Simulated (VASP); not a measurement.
Al2Cu (Khatyrkite):

```
Al Cu
1.0
    -3.03350    3.03350    2.43850
     3.03350   -3.03350    2.43850
     3.03350    3.03350   -2.43850
Al Cu
4 2
Direct
  0.65810 0.15810 0.81620
  0.15810 0.34190 0.50000
  0.34190 0.84190 0.18380
  0.84190 0.65810 0.50000
  0.25000 0.25000 0.00000
  0.75000 0.75000 0.00000
```

```yaml
Program: VASP 6.6.1
Task: relaxation of cell and atoms
Functional: r2SCAN
Potentials_or_basis: VASP PAW PBE potentials, release 64 (Al, Cu)
Cutoff: 600 eV
k_mesh: 10 × 10 × 10
Occupations: methfessel-paxton, width 0.1 eV
Spin: no spin polarisation
```

At the start: pressure -4.1 GPa; volume 14.96 Å³/atom.

Question: Where does the relaxation end?

Answer: Over 9 steps the energy falls by 8.3 meV/atom and the volume is 14.37 Å³/atom (-3.9 %); space group I4/mcm (No. 140, to 0.05 Å).

The path:
```tsv
step	energy change (eV)	largest force (eV/Å)	pressure (GPa)	volume (Å³)
1	0.0000	0.1182	-4.14	89.76
2	-0.0403	0.0334	1.82	84.82
3	-0.0487	0.0607	0.07	86.20
4	-0.0487	0.0620	0.00	86.27
5	-0.0492	0.0368	-0.05	86.29
6	-0.0495	0.0039	-0.08	86.32
7	-0.0495	0.0004	0.06	86.22
8	-0.0495	0.0000	0.08	86.21
9	-0.0496	0.0005	0.07	86.24
```

Final structure:
```
Al Cu
1.0
    -2.99218    2.99218    2.40821
     2.99218   -2.99218    2.40821
     2.99218    2.99218   -2.40821
Al Cu
4 2
Direct
  0.65946 0.15946 0.81892
  0.15946 0.34054 0.50000
  0.34054 0.84054 0.18108
  0.84054 0.65946 0.50000
  0.25000 0.25000 0.00000
  0.75000 0.75000 0.00000
```

Caveat: the PAW data sets were made with another functional, which shifts forces and pressure a little.
